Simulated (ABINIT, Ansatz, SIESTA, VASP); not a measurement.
# Code comparison for MgWF6 (R-3, 8 atoms in the cell)

Self-consistent single point.

```
MgWF6
1.0
    2.56967     1.48360     4.65800
   -2.56967     1.48360     4.65800
    0.00000    -2.96720     4.65800
Mg W F
1 1 6
Direct
  0.50000   0.50000   0.50000
  0.00000   0.00000   0.00000
  0.24539   0.63491   0.86538
  0.75461   0.36509   0.13462
  0.86538   0.24539   0.63491
  0.13462   0.75461   0.36509
  0.63491   0.86538   0.24539
  0.36509   0.13462   0.75461
```
Moments meant for the start (each program seeds them in its own way; μB, in the order of the atoms Mg W F F F F F F): 0.0 1.0 0.0 0.0 0.0 0.0 0.0 0.0.

Shared settings, as Ansatz (a first-principles code) writes them: kpoints.mp_grid.grid = 3 3 3; scf.occupations.method = fermi_dirac; scf.occupations.width = 0.01 eV. Potentials and cutoffs stand in the table.

```tsv
code	model	pressure (GPa)	largest force (eV/Å)	size of the net moment (μB/atom)	cutoff
Ansatz	LDA (PW92), default PAW files made with PBE	-6.41	0.500	0.25	default
VASP	LDA (PZ), VASP's LDA PAW potentials (set 64)	-14.95	0.281	0.25	400 eV
SIESTA	LDA PW92, numerical atomic orbitals TZP, PseudoDojo LDA standard norm-conserving potentials (rewritten from UPF to PSML)	-5.38	0.270	0.25	grid 300 Ry
ABINIT	LDA (PW92), norm-conserving pseudopotentials (PseudoDojo nc-sr-04 LDA standard)	-6.05	0.587	0.25	42 Ha
```

On Ansatz's run: spin-orbit coupling is off. With one magnetic atom in the cell only a parallel order is possible.

The spread over the programs that give each value: pressure within 9.57 GPa; largest force within 0.317 eV/Å; size of the net moment within 0.00 μB/atom.

SIESTA uses small atom-centred bases, whose incompleteness enters pressures, forces and empty levels differently from a plane-wave cutoff. Ansatz's pressure is given at a fixed set of plane waves, as the other plane-wave codes print theirs; with its correction for the finite basis it is -5.48 GPa (the shift of 0.93 GPa shows how far the cutoff is from converged). The same LDA comes in different parametrisations, which differ slightly. In the pressure, VASP (by 8.53) and SIESTA (by 1.03) lie more than 1 GPa from the median of the plane-wave programs.

The shared mesh is coarse (it stands for a supercell whose shortest vector is 15 Å), so the values are not converged in it.

VASP's run is marked for a possible Pulay error in its stress at this cutoff; no cutoff test was made.

The starting cell comes from a database of computed structures (which also holds hypothetical and non-ambient phases and stackings), without a prior relaxation at this level.

Keys are those of Ansatz 0.2.
